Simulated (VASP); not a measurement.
Here is the system:

```
CELL_PARAMETERS angstrom
      2.58333     0.00000     0.00000
      0.00000     4.21856     0.00000
      0.00000     0.00000    24.50954
ATOMIC_POSITIONS crystal
  V  0.32551 0.75000 0.33033
  V  0.68035 0.25000 0.37417
  V  0.99463 0.75000 0.42230
  V  0.33045 0.25000 0.47699
  V  0.66955 0.75000 0.52301
  V  0.00537 0.25000 0.57770
  V  0.31965 0.75000 0.62583
  V  0.67449 0.25000 0.66967
```

Level of theory: r2SCAN meta-GGA, VASP's PBE PAW potentials (set 64) (plane waves; VASP). Settings: PREC = Normal, EDIFF = 1E-5, 400 eV cut-off, 11×7×1 Γ-centred mesh, first-order Methfessel-Paxton smearing of 0.10 eV, potentials V_sv.

**Question.** The ions are relaxed. Predict the relaxed structure.

**Answer.** 
```
CELL_PARAMETERS angstrom
      2.58333     0.00000     0.00000
      0.00000     4.21856     0.00000
      0.00000     0.00000    24.50954
ATOMIC_POSITIONS crystal
  V  0.27798 0.75000 0.33342
  V  0.67543 0.25000 0.37584
  V  0.99439 0.75000 0.42459
  V  0.32046 0.25000 0.47712
  V  0.67954 0.75000 0.52288
  V  0.00561 0.25000 0.57541
  V  0.32457 0.75000 0.62416
  V  0.72202 0.25000 0.66658
```

**Question.** How much energy does the relaxation gain?

**Answer.** The energy (σ→0) changes by -7.6 meV/atom, in 14 ionic steps.

The cell is a thin slab with vacuum, built from V (bcc): (211) face. The run is not spin-polarised, so no magnetic state was tried.
